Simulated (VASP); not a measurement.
These are LDA (Ceperley-Alder, Perdew-Zunger), VASP's LDA PAW potentials (set 64) (plane waves; VASP) values and carry that method's errors.

Gaps are without spin-orbit coupling.

```json
{
  "volume_per_atom": "12.66 Å³/atom",
  "band gap (over mesh and band path)": "1.21 eV",
  "smallest direct gap (over mesh and band path)": "1.61 eV"
}
```

Q: Which relaxed crystal gives these values?
A) AlGaSb2, R3m (160)
B) GaN, F-43m (216)
C) NaAuO2, C2/m (12)
D) NaLiCdS2, P3m1 (156)

A: C, NaAuO2, C2/m (12)
